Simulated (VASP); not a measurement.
OSZICAR of a VASP run on SiRh2 (relaxed from the Co2Si structure, space group Pnma):

OSZICAR:
```
       N       E                     dE             d eps       ncg     rms          rms(c)
DAV:   1     0.151440600907E+04    0.15144E+04   -0.69495E+04 10304   0.153E+03
DAV:   2    -0.263057411560E+02   -0.15407E+04   -0.14919E+04 10221   0.515E+02
DAV:   3    -0.101180770846E+03   -0.74875E+02   -0.72510E+02 11246   0.112E+02
DAV:   4    -0.102740058594E+03   -0.15593E+01   -0.15529E+01 10871   0.158E+01
DAV:   5    -0.102767542761E+03   -0.27484E-01   -0.27476E-01 10960   0.205E+00    0.374E+01
DAV:   6    -0.980975693754E+02    0.46700E+01   -0.34192E+01 10352   0.273E+01    0.107E+01
DAV:   7    -0.979315411475E+02    0.16603E+00   -0.64818E+00 10389   0.169E+01    0.999E+00
DAV:   8    -0.975886943754E+02    0.34285E+00   -0.32756E+00 10475   0.125E+01    0.613E+00
DAV:   9    -0.973809775903E+02    0.20772E+00   -0.51953E-01 10910   0.545E+00    0.725E-01
DAV:  10    -0.973823815623E+02   -0.14040E-02   -0.39806E-02 10815   0.102E+00    0.522E-01
DAV:  11    -0.973834805607E+02   -0.10990E-02   -0.98384E-03 10378   0.768E-01    0.289E-01
DAV:  12    -0.973822187971E+02    0.12618E-02   -0.45010E-03 10442   0.596E-01    0.341E-02
DAV:  13    -0.973822223688E+02   -0.35717E-05   -0.23898E-04 10556   0.895E-02    0.151E-02
DAV:  14    -0.973822225091E+02   -0.14028E-06   -0.13345E-05 11177   0.279E-02    0.134E-02
DAV:  15    -0.973822206783E+02    0.18308E-05   -0.40641E-06 10609   0.171E-02    0.295E-03
DAV:  16    -0.973822207489E+02   -0.70588E-07   -0.36764E-07  8640   0.324E-03
   1 F= -.97382221E+02 E0= -.97382221E+02  d E =0.000000E+00
```

**Question.** Which electronic solver shows in the log?

**Answer.** It is blocked Davidson (ALGO = Normal, or the opening steps of other solvers). The INCAR had ALGO = Normal.

**Question.** Can the final energy be trusted as converged?

**Answer.** Self-consistency was reached. It stopped with EDIFF = 1E-7, NELM = 100 (PBEsol GGA, plane waves, VASP's PBE PAW potentials (set 64)).

The structure was generated: SiRh2 was put into the Co2Si type (Pnma), which need not be its known phase. It was relaxed first.
